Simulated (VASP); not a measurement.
VASP runs on Li2Se (antifluorite) share one base input (PBE GGA, plane waves, VASP's PBE PAW potentials (set 64)) and change the settings named in each case.

KPOINTS:
```
Automatic mesh
0
Gamma
6 6 6
0 0 0
```

POSCAR:
```
Li2Se
1
    0.0000000000     3.0600000000     3.0600000000
    3.0600000000     0.0000000000     3.0600000000
    3.0600000000     3.0600000000     0.0000000000
Li Se
2 1
Direct
  0.2500000000   0.2500000000   0.2500000000
  0.7500000000   0.7500000000   0.7500000000
  0.0000000000   0.0000000000   0.0000000000
```

**INCAR**
```
! general
SYSTEM  = Li2Se
PREC    = Accurate
ENCUT   = 520
LREAL   = F   ! projection in real space or not
LASPH   = T   ! aspherical one-centre terms

! electronic loop
EDIFF   = 1E-6   ! SCF stop (eV)
NELM    = 100   ! most electronic steps
ALGO    = Normal
LMAXMIX = 4

! smearing
ISMEAR  = 0   ! Gaussian
SIGMA   = 0.05

! functional
GGA     = PE   ! PBE

! ions
ISIF    = 2

! output
LWAVE   = F
LCHARG  = F
```

POTCAR, in this order: Li_sv Se (PBE.64 set). Program: vasp_std.

```json
[
 {"change": "base run", "electronic steps": "13"},
 {"change": "ALGO = Fast", "electronic steps": "22"},
 {"change": "ALGO = VeryFast", "electronic steps": "30"},
 {"change": "ALGO = All", "electronic steps": "23"},
 {"change": "ALGO = Damped", "electronic steps": "51"},
 {"change": "ALGO = Conjugate", "electronic steps": "23"}
]
```

Left out are runs that ran out of time, are held back, or changed the cell or the kind of run, fixed moments of cells without a moment, rows past the twelfth, gaps on odd meshes, pressures of charged cells and columns that move by less than the noise.

The compound is Li2Se in the antifluorite structure. The cell was not relaxed at this level.
